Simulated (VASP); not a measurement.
Energy against volume of CuI (zinc blende). Method: HSEsol screened hybrid, VASP's PBE PAW potentials (set 64) (plane waves; VASP 6.6.1). Run with 520 eV cut-off, 6×6×6 Γ-centred mesh, Gaussian smearing of 0.050 eV, potentials Cu I.

| V (Å³/atom) | E (eV/atom) |
|---|---|
| 25.575 | -3.49214 |
| 26.418 | -3.50008 |
| 27.261 | -3.49993 |
| 28.104 | -3.49308 |

Q: Fit these four points and predict the energy of the run at 28.947 Å³/atom.

A: A cubic in V^(−2/3), the third-order Birch-Murnaghan form, passes through the four points with V0 = 26.82 Å³/atom and B0 = 45 GPa, and gives -3.4807 eV/atom there. The run gave -3.4808 eV/atom, -0.1 meV/atom from the fit; all five points give B0 = 45 GPa.

The compound is CuI in the zinc blende structure. It was relaxed first. The cell's shape comes from a PBE relaxation.
